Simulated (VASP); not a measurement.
Here is the system:

```
NiSi2
1.0
    0.00000     2.69494     2.69494
    2.69494     0.00000     2.69494
    2.69494     2.69494     0.00000
Si Ni
2 1
Direct
  0.25000   0.25000   0.25000
  0.75000   0.75000   0.75000
  0.00000   0.00000   0.00000
```

Calculation: r2SCAN meta-GGA, VASP's PBE PAW potentials (set 64) (plane waves; VASP). Run with 520 eV cut-off, 11×11×11 Γ-centred mesh, tetrahedra with Blöchl corrections, potentials Si Ni.

Task: Give the energies of bands 2 to 12 at the high-symmetry points, in eV from the Fermi level.

Result: 
| band | Γ | X | U | L | W |
|---|---|---|---|---|---|
| 2 | -5.62 | -8.65 | -9.46 | -10.67 | -9.49 |
| 3 | -5.62 | -7.73 | -8.00 | -5.17 | -7.65 |
| 4 | -5.62 | -4.97 | -5.35 | -5.17 | -7.23 |
| 5 | -3.87 | -4.97 | -4.83 | -4.00 | -4.04 |
| 6 | -3.87 | -3.88 | -4.09 | -3.64 | -4.04 |
| 7 | 0.07 | -3.88 | -3.69 | -3.64 | -3.88 |
| 8 | 1.69 | -3.77 | -3.23 | -1.71 | -3.50 |
| 9 | 1.69 | -3.44 | -2.95 | -1.71 | -2.73 |
| 10 | 1.69 | -0.43 | 0.21 | 1.80 | 2.32 |
| 11 | 2.24 | 1.46 | 3.83 | 1.80 | 2.32 |
| 12 | 2.24 | 7.99 | 4.86 | 2.10 | 4.89 |

It has no gap at this level: it comes out as a metal or semimetal.

The compound is NiSi2 in the fluorite structure. It was relaxed first. The run is not spin-polarised, so no magnetic state was tried.
